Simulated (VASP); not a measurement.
The input files of a VASP run:

### INCAR
```
SYSTEM = Cu
PREC = Accurate
ENCUT = 400
EDIFF = 1E-6
NELM = 100
ALGO = Normal
LREAL = .FALSE.
LASPH = .TRUE.
ISMEAR = 1
SIGMA = 0.1
GGA = PE
LMAXMIX = 4
LWAVE = .FALSE.
LCHARG = .FALSE.
ISIF = 2
```

POSCAR:
```
Cu
1
    0.0000000000     1.8050000000     1.8050000000
    1.8050000000     0.0000000000     1.8050000000
    1.8050000000     1.8050000000     0.0000000000
Cu
1
Direct
  0.0000000000   0.0000000000   0.0000000000
```

KPOINTS:
```
Automatic mesh
0
Gamma
13 13 13
0 0 0
```

POTCAR, in this order: Cu (PBE.64 set). Program: vasp_gam.

What VASP printed:

standard output:
```
 POSCAR found type information on POSCAR Cu
 POSCAR found :  1 types and       1 ions
 Reading from existing POTCAR
 Reading from existing POTCAR
 LDA part: xc-table for (Slater+PW92), standard interpolation

 -----------------------------------------------------------------------------
|                                                                             |
|     EEEEEEE  RRRRRR   RRRRRR   OOOOOOO  RRRRRR      ###     ###     ###     |
|     E        R     R  R     R  O     O  R     R     ###     ###     ###     |
|     E        R     R  R     R  O     O  R     R     ###     ###     ###     |
|     EEEEE    RRRRRR   RRRRRR   O     O  RRRRRR       #       #       #      |
|     E        R   R    R   R    O     O  R   R                               |
|     E        R    R   R    R   O     O  R    R      ###     ###     ###     |
|     EEEEEEE  R     R  R     R  OOOOOOO  R     R     ###     ###     ###     |
|                                                                             |
|     You are using the Gamma-point-only version with more than one           |
|     k-point or some other non-Gamma k-point.                                |
|                                                                             |
|       ---->  I REFUSE TO CONTINUE WITH THIS SICK JOB ... BYE!!! <----       |
|                                                                             |
 -----------------------------------------------------------------------------
```

**Question.** Read the log: what went wrong, and how is it fixed?

**Answer.** The cause: the Γ-only program was given a k-mesh. VASP stops with an error: You are using the Gamma-point-only version with more than one k-point or some other non-Gamma k-point. ----> I REFUSE TO CONTINUE WITH THIS SICK JOB ... BYE!!! <---- To mend it, run vasp_std.

The mended run (PBE GGA, plane waves, VASP's PBE PAW potentials (set 64)) converges, and its OSZICAR ends with
```
   1 F= -.37272869E+01 E0= -.37272742E+01  d E =-.380546E-04
```

The compound is Cu in the fcc structure. The cell was not relaxed at this level.
